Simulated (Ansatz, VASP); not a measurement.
Two plane-wave programs on ScF3

```xyz
4
Lattice="4.0625 0.0000 0.0000 0.0000 4.0625 0.0000 0.0000 0.0000 4.0625" Properties=species:S:1:pos:R:3 pbc="T T T"
Sc    0.0000    0.0000    0.0000
F     2.0312    0.0000    0.0000
F     0.0000    2.0312    0.0000
F     0.0000    0.0000    2.0312
```

Alike in both runs: task relaxation of cell and atoms; functional LDA; k mesh 6 × 6 × 6; occupations gaussian, width 0.02 eV; no spin polarisation.

```csv
,VASP,Ansatz
version,VASP 6.6.1,Ansatz 0.2.0
potentials or method,"VASP PAW LDA potentials, release 64 (Sc_sv, F)","scalar-relativistic, plane waves, PAW"
plane-wave cutoff (eV),600,420
valence electrons in the cell,32,32
```

```tsv
	VASP	Ansatz	Ansatz less VASP
gap on the k mesh at the Fermi level, each at its own relaxed structure (eV)	6.31	6.36	+0.052
relaxed volume (Å³/atom)	15.76	15.68	-0.081
relaxed cell length with the largest relative difference (Å)	3.980	3.973	-0.0068
energy change over the relaxation (meV/atom)	-19	-22	-3.1
```

A k mesh can miss the band edges. LDA usually gives volumes a few per cent too small. Zero-point motion and thermal expansion aren't in these numbers.
